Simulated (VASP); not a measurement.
Here is a VASP 6.6.1 calculation.

File INCAR:

```
ALGO = Normal
EDIFF = 1E-6
ENCUT = 520
ISIF = 2
ISMEAR = 0
KPAR = 8
LASPH = T
LCHARG = F
LMIXTAU = T
LREAL = F
LWAVE = F
METAGGA = R2SCAN
NBANDS = 59
NELM = 150
PREC = Accurate
SIGMA = 0.1
```

KPOINTS

```
k-points
0
Gamma
  6 4 8
```

Contents of POSCAR:

```
CdSb2O4
1.0
    7.1034700000      0.0000000000      0.0000000000
    0.0000000000     10.0643600000      0.0000000000
    0.0000000000      0.0000000000      3.3986600000
Cd Sb O
2 4 8
Direct
    0.0000000000      0.0000000000      0.0000000000
    0.5000000000      0.5000000000      0.0000000000
    0.6070790000      0.2047350000      0.5000000000
    0.3929210000      0.7952650000      0.5000000000
    0.1070790000      0.2952650000      0.5000000000
    0.8929210000      0.7047350000      0.5000000000
    0.1929440000      0.1923120000      0.0000000000
    0.8070560000      0.8076880000      0.0000000000
    0.1046730000      0.8610980000      0.5000000000
    0.8953270000      0.1389020000      0.5000000000
    0.6929440000      0.3076880000      0.0000000000
    0.3070560000      0.6923120000      0.0000000000
    0.3953270000      0.3610980000      0.5000000000
    0.6046730000      0.6389020000      0.5000000000
```

Potentials or basis: VASP PAW PBE potentials, release 64 (Cd, Sb, O).

Command:

```bash
$ cat potpaw_PBE.64/Cd/POTCAR potpaw_PBE.64/Sb/POTCAR potpaw_PBE.64/O/POTCAR > POTCAR
$ mpirun -np 8 vasp_std > vasp.out
```

(1) What does it give for the band gap on the k mesh?

(2) What does it give for the pressure?

(3) Predict the largest force.

Results:

(1) 2.58 eV, indirect (least direct gap 2.78 eV).

(2) -4.3 GPa.

(3) 0.526 eV/Å.

Caveat: the PAW data sets were made with another functional, which shifts forces and pressure a little; spin-orbit coupling is left out, which moves the levels of the heavy elements.
